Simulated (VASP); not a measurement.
The input files of a VASP run:

### KPOINTS
```
K-points
0
G
  8 8 8
```

**POSCAR**
```
Ni3Si
3.5332220
  1.0000000000   0.0000000000   0.0000000000
  0.0000000000   0.9754846992   0.0000000000
  0.0000000000   0.0000000000   1.0063964280
Si Ni
1 3
Cart
  0.0000000000   0.0000000000   0.0000000000
  0.0000000000   0.4877423496   0.5031982140
  0.5000000000   0.0000000000   0.5031982140
  0.5058990000   0.4877423496   0.0000000000
```

### INCAR
```
SYSTEM = Ni3Si
PREC = Accurate; ENCUT = 400; LREAL = F
LASPH = T
EDIFF = 1E-6; NELM = 100; ALGO = Normal
LMAXMIX = 4
ISMEAR = 1; SIGMA = 0.1
GGA = PE
LDAUL = -1 2
LDAUU = 0 8.0
LDAUJ = 0 0
LDAU = T; LDAUTYPE = 2; LDAUPRINT = 1
ISIF = 2
LWAVE = F; LCHARG = F; LORBIT = 10
```

POTCAR, in this order: Si Ni (PBE.64 set). Program: vasp_std.

**Question.** Write an equivalent input for Quantum ESPRESSO's pw.x.

**Answer.** One equivalent input (not run):
```
&CONTROL
  calculation = 'scf'
  pseudo_dir = './pseudo'
  outdir = './out'
  tprnfor = .true.
  tstress = .true.
/
&SYSTEM
  ibrav = 0
  nat = 4
  ntyp = 2
  ecutwfc = 98
  occupations = 'smearing'
  smearing = 'methfessel-paxton'
  degauss = 0.00735
  input_dft = 'pbe'
/
&ELECTRONS
  conv_thr = 7.3e-08
  electron_maxstep = 100
/
ATOMIC_SPECIES
  Si 28.085 Si.upf
  Ni 58.693 Ni.upf
CELL_PARAMETERS angstrom
     3.5332220    0.0000000    0.0000000
     0.0000000    3.4466040    0.0000000
     0.0000000    0.0000000    3.5558220
ATOMIC_POSITIONS crystal
  Si   0.0000000  0.0000000  0.0000000
  Ni   0.0000000  0.5000000  0.5000000
  Ni   0.5000000  0.0000000  0.5000000
  Ni   0.5058990  0.5000000  0.0000000
K_POINTS automatic
  8 8 8 0 0 0
HUBBARD {ortho-atomic}
U Ni-3d 8
```
Limits of the translation: the potentials are each code's own (VASP's PAW set, PseudoDojo norm-conserving files in pw.x), so ENCUT and ecutwfc are chosen apart and not converted; conv_thr bounds pw.x's estimated SCF error, while EDIFF bounds the energy change between steps; the +U projectors differ (PAW spheres against orthogonalised atomic orbitals), so the same U acts differently.

The compound is Ni3Si in the L1_2 structure. The cell was not relaxed at this level, atoms are displaced from their ideal sites. The run is one of a series of settings (LDAU = .TRUE., LDAUJ = 0 0, LDAUL = -1 2, LDAUTYPE = 2, LDAUU = 0 8.0 against the base run), some of them coarse on purpose.
